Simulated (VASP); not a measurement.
The system is HfIn4SiO6.

```
Hf In Si O
1.0
     2.71603   -4.70332    0.00448
     2.71603    4.70332    0.00448
    -1.86309    0.00000    7.40415
Hf In Si O
1 4 1 6
Direct
  0.20480 0.79520 0.00000
  0.37139 0.62861 0.50000
  0.53812 0.46188 0.00000
  0.03500 0.96500 0.50000
  0.70907 0.29093 0.50000
  0.87146 0.12854 0.00000
  0.10741 0.06918 0.86667
  0.93082 0.89259 0.13333
  0.83975 0.37820 0.86669
  0.62180 0.16025 0.13331
  0.19813 0.46891 0.13338
  0.53109 0.80187 0.86662
```

The cell was built by a generator and needn't be a form met in nature.

* Program: VASP 6.6.1
* Task: relaxation of cell and atoms
* Functional: BLYP
* Potentials or basis: VASP PAW PBE potentials, release 64 (Hf_pv, In_d, Si, O)
* Cutoff: 600 eV
* k mesh: 6 × 6 × 4
* Occupations: fermi-dirac, width 0.05 eV
* Spin: no spin polarisation

At the start: pressure 4.0 GPa; volume 15.77 Å³/atom.

**Question.** How do energy, volume and symmetry change on relaxing?

**Answer.** Over 9 steps the energy falls by 8.8 meV/atom and the volume is 16.56 Å³/atom (+5.0 %); space group C2 (No. 5, to 0.05 Å).

Step by step:
| step | energy change (eV) | largest force (eV/Å) | pressure (GPa) | volume (Å³) |
| --- | --- | --- | --- | --- |
| 1 | 0.0000 | 0.1293 | 4.05 | 189.25 |
| 2 | -0.0386 | 0.4891 | -2.54 | 200.36 |
| 3 | -0.0810 | 0.2805 | 0.04 | 195.56 |
| 4 | -0.0958 | 0.1015 | 0.07 | 196.56 |
| 5 | -0.0985 | 0.0585 | 0.10 | 197.15 |
| 6 | -0.1029 | 0.0414 | 0.08 | 197.66 |
| 7 | -0.1050 | 0.0290 | 0.08 | 198.17 |
| 8 | -0.1052 | 0.0273 | 0.08 | 198.36 |
| 9 | -0.1055 | 0.0162 | -0.06 | 198.77 |

Final structure:
```yaml
crystal:
  lattice:
    - [2.75131, -4.76412, 0.00448]
    - [2.75131, 4.76412, 0.00448]
    - [-1.88759, 0.00000, 7.57923]
  atoms:
    - { symbol: Hf, position: [0.20486, 0.79514, 0.00000] }
    - { symbol: In, position: [0.37073, 0.62927, 0.50000] }
    - { symbol: In, position: [0.53817, 0.46183, 0.00000] }
    - { symbol: In, position: [0.03446, 0.96554, 0.50000] }
    - { symbol: In, position: [0.71025, 0.28975, 0.50000] }
    - { symbol: Si, position: [0.87149, 0.12851, 0.00000] }
    - { symbol: O, position: [0.10855, 0.06864, 0.86975] }
    - { symbol: O, position: [0.93136, 0.89145, 0.13025] }
    - { symbol: O, position: [0.84239, 0.38083, 0.86965] }
    - { symbol: O, position: [0.61917, 0.15761, 0.13035] }
    - { symbol: O, position: [0.19709, 0.46970, 0.13035] }
    - { symbol: O, position: [0.53030, 0.80291, 0.86965] }
```

Caveat: the PAW data sets were made with another functional, which shifts forces and pressure a little.
